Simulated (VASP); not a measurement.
The input files of a VASP run:

### INCAR
```
SYSTEM = ZnSe
PREC = Accurate
ENCUT = 400
EDIFF = 1E-6
NELM = 100
ALGO = Normal
LREAL = .FALSE.
LASPH = .TRUE.
ISMEAR = 0
SIGMA = 0.05
GGA = PE
LMAXMIX = 4
LWAVE = .FALSE.
LCHARG = .FALSE.
ISIF = 2
ISPIN = 2
MAGMOM = 1.0 1.0 1.0 1.0
```

### KPOINTS
```
Automatic mesh
0
Gamma
6 6 6
0 0 0
```

### POSCAR
```
ZnSe
1
    0.0000000000     2.8350000000     2.8350000000
    2.8350000000     0.0000000000     2.8350000000
    2.8350000000     2.8350000000     0.0000000000
Zn Se
1 1
Direct
  0.0000000000   0.0000000000   0.0000000000
  0.2500000000   0.2500000000   0.2500000000
```

POTCAR, in this order: Zn Se (PBE.64 set). Program: vasp_std.

### Question
One choice in this input is risky. Which, and does it do harm here?

### Answer
The risk: MAGMOM holds more values than there are atoms. Here it does no harm: the run (PBE GGA, plane waves, VASP's PBE PAW potentials (set 64)) converges to the same energy and pressure as with the safe setting.
File OSZICAR:
```
       N       E                     dE             d eps       ncg     rms          rms(c)
DAV:   1     0.769324918319E+02    0.76932E+02   -0.77207E+03   904   0.122E+03
DAV:   2    -0.119386636887E+01   -0.78126E+02   -0.74333E+02   974   0.236E+02
DAV:   3    -0.587581518699E+01   -0.46819E+01   -0.46632E+01  1082   0.600E+01
DAV:   4    -0.591392203847E+01   -0.38107E-01   -0.38101E-01   968   0.585E+00
DAV:   5    -0.591411844320E+01   -0.19640E-03   -0.19640E-03  1136   0.394E-01    0.891E+00
DAV:   6    -0.599517804004E+01   -0.81060E-01   -0.72433E-01  1190   0.271E+01    0.465E+00
DAV:   7    -0.601638377882E+01   -0.21206E-01   -0.17779E-01   914   0.396E+00    0.244E+00
DAV:   8    -0.601449450922E+01    0.18893E-02   -0.22313E-02   896   0.156E+00    0.938E-01
DAV:   9    -0.601431374898E+01    0.18076E-03   -0.16530E-03  1010   0.689E-01    0.336E-01
DAV:  10    -0.601437041560E+01   -0.56667E-04   -0.68005E-04   992   0.318E-01    0.707E-02
DAV:  11    -0.601444173287E+01   -0.71317E-04   -0.12646E-04   972   0.137E-01    0.411E-02
DAV:  12    -0.601447635388E+01   -0.34621E-04   -0.27218E-05   908   0.457E-02    0.263E-02
DAV:  13    -0.601448352780E+01   -0.71739E-05   -0.84197E-06   938   0.219E-02    0.415E-03
DAV:  14    -0.601448424306E+01   -0.71525E-06   -0.73019E-07   738   0.103E-02
   1 F= -.60144842E+01 E0= -.60144842E+01  d E =-.169902E-10  mag=    -0.0000
```

The compound is ZnSe in the zinc blende structure. The cell was not relaxed at this level.
